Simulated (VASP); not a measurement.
Li3OF: single point with PBE

Crystal: Li3OF.

```xyz
5
Lattice="3.6688 0.0000 0.0000 0.0000 3.6688 0.0000 0.0000 0.0000 3.6688" Properties=species:S:1:pos:R:3 pbc="T T T"
F     0.0000    0.0000    0.0000
O     1.8344    1.8344    1.8344
Li    1.8344    1.8344    0.0000
Li    1.8344    0.0000    1.8344
Li    0.0000    1.8344    1.8344
```

The cell comes from a database or a generator and needn't be the stable form of this composition.

```json
{"Program": "VASP 6.6.1", "Task": "single point", "Functional": "PBE", "Potentials or basis": "VASP PAW PBE potentials, release 64 (F, O, Li_sv)", "Cutoff": "520 eV", "k mesh": "6 × 6 × 6", "Occupations": "gaussian, width 0.05 eV", "Spin": "no spin polarisation", "Dipole correction": "no", "Further INCAR settings": "ALGO = Normal; EDIFF = 1e-06; NBANDS = 19"}
```

```json
{
  "Band gap on the k mesh": "4.85 eV, indirect (least direct gap 5.49 eV)"
}
```

Levels at points of the mesh, in eV from the valence-band top:
```tsv
k point	band 7	band 8	band 9	band 10	band 11	band 12	band 13	band 14	band 15	band 16
(0.00, 0.00, 0.00)	-2.37	-2.37	-0.64	-0.64	-0.64	4.85	11.52	11.52	12.52	12.52
(0.50, 0.00, 0.00)	-1.95	-1.95	-0.94	-0.93	-0.93	7.09	8.77	10.48	11.94	11.94
(0.50, 0.50, 0.00)	-2.84	-1.86	-0.75	0.00	0.00	5.71	9.77	9.77	10.68	11.42
(0.50, 0.50, 0.50)	-2.54	-2.54	-0.31	-0.31	-0.31	7.70	7.70	7.70	13.35	13.35
```

It took 16 s on 1 thread of Intel(R) Xeon(R) Platinum 8259CL CPU @ 2.50GHz (Skylake/Cascade Lake), on a shared host, peak memory 0.15 GiB.

 A k mesh can miss the band edges.
